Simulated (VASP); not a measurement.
These are PBE GGA, VASP's PBE PAW potentials (set 64) (plane waves; VASP 6.6.1) values and carry that method's errors. Each cell was relaxed at this level.

Which of these has an unstable (imaginary) mode at Γ?
A. NbN, Fm-3m (225)
B. SrTiO3, Pm-3m (221)
C. As, R-3m (166)
D. SiC, P6_3mc (186)

B, SrTiO3, Pm-3m (221). Its optical Γ-point modes are 132i (×3), 146 (×3), 235 (×3), 509 (×3) cm⁻¹.
